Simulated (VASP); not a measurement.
Calculation: PBE GGA, VASP's PBE PAW potentials (set 64) (plane waves; VASP 6.6.1).

VASP input:

### INCAR
```
IDIPOL=3
LWAVE=.FALSE.
PREC=Accurate
SYSTEM=Hf
LMAXMIX=6   # l cut-off of mixed one-centre charges
NELM=100   # most electronic steps
ENCUT=300   # plane-wave cut-off (eV)
ISMEAR=0
LDIPOL=.TRUE.
LASPH=.TRUE.
SIGMA=0.3   # width (eV)
EDIFF=1E-6
LCHARG=.FALSE.
ISIF=2   # forces and stress, cell fixed
DIPOL=0.5 0.5 0.5
LREAL=Auto
ALGO=Normal   # blocked Davidson
GGA=PE
```

KPOINTS:
```
Automatic
0
Gamma
 5 3 1
0 0 0
```

**POSCAR**
```
Hf
1
    5.4157630000     0.0000000000     0.0000000000
    0.0000000000    10.0604760000     0.0000000000
    0.0000000000     0.0000000000    18.7733000000
Hf
16
Direct
  0.7500000000   0.0000000000   0.3728700000
  0.7500000000   0.5000000000   0.3728700000
  0.0833330000   0.7500000000   0.3728700000
  0.4166670000   0.2500000000   0.3728700000
  0.2500000000   0.0000000000   0.4576230000
  0.2500000000   0.5000000000   0.4576230000
  0.5833330000   0.7500000000   0.4576230000
  0.9166670000   0.2500000000   0.4576230000
  0.7500000000   0.0000000000   0.5423770000
  0.7500000000   0.5000000000   0.5423770000
  0.0833330000   0.7500000000   0.5423770000
  0.4166670000   0.2500000000   0.5423770000
  0.2500000000   0.0000000000   0.6271300000
  0.2500000000   0.5000000000   0.6271300000
  0.5833330000   0.7500000000   0.6271300000
  0.9166670000   0.2500000000   0.6271300000
```

POTCAR, in this order: Hf_pv (PBE.64 set). Program: vasp_std.

At this cut-off the stress carries a Pulay error, which pulls relaxed volumes low. The cell holds a wide vacuum, so values per volume refer to the whole cell. Unless said otherwise, spin-orbit coupling is left out, though it shifts the bands of the heavy elements here.

**Question.** What does the run give for the energy per atom (σ→0), largest force, band gap (on the k-mesh)?

**Answer.** 
```json
{
  "energy per atom (σ→0)": "-9.068 eV/atom",
  "band gap (on the k-mesh)": "none (metal, semimetal or under 0.01 eV)",
  "largest_force": "1.091 eV/Å"
}
```

File OSZICAR:
```
...
DAV:  21    -0.145620288240E+03   -0.45128E-03   -0.41715E-05  1096   0.115E-02    0.277E-02
DAV:  22    -0.145620445846E+03   -0.15761E-03   -0.87238E-06  1144   0.656E-03    0.136E-02
DAV:  23    -0.145620571642E+03   -0.12580E-03   -0.47292E-06  1040   0.333E-03    0.129E-02
DAV:  24    -0.145620616400E+03   -0.44758E-04   -0.13656E-06   880   0.192E-03    0.701E-03
DAV:  25    -0.145620638138E+03   -0.21738E-04   -0.12492E-06   880   0.129E-03    0.486E-03
DAV:  26    -0.145620642450E+03   -0.43121E-05   -0.32707E-07   824   0.697E-04    0.370E-03
DAV:  27    -0.145620643172E+03   -0.72196E-06   -0.95536E-08   800   0.496E-04
   1 F= -.14562064E+03 E0= -.14508524E+03  d E =-.107080E+01
```

The cell is a sheet with vacuum, built from a generated structure.
